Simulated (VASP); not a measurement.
For cubic CaO (space group Fm-3m), LDA (Ceperley-Alder, Perdew-Zunger), VASP's LDA PAW potentials (set 64) (VASP) gives ε∞ = 3.88, a static ε₀ = 14.59 and a transverse optical mode at 293 cm⁻¹.

Question: Estimate the longitudinal optical frequency at Γ.

Answer: By the Lyddane-Sachs-Teller relation, ω_LO = ω_TO √(ε₀/ε∞) = 293 × √(14.59/3.88) = 568 cm⁻¹.

The structure comes from a computed database's CaO entry (Fm-3m); how it stands against other phases isn't given here. It was relaxed first, which changed the volume by -5 %.
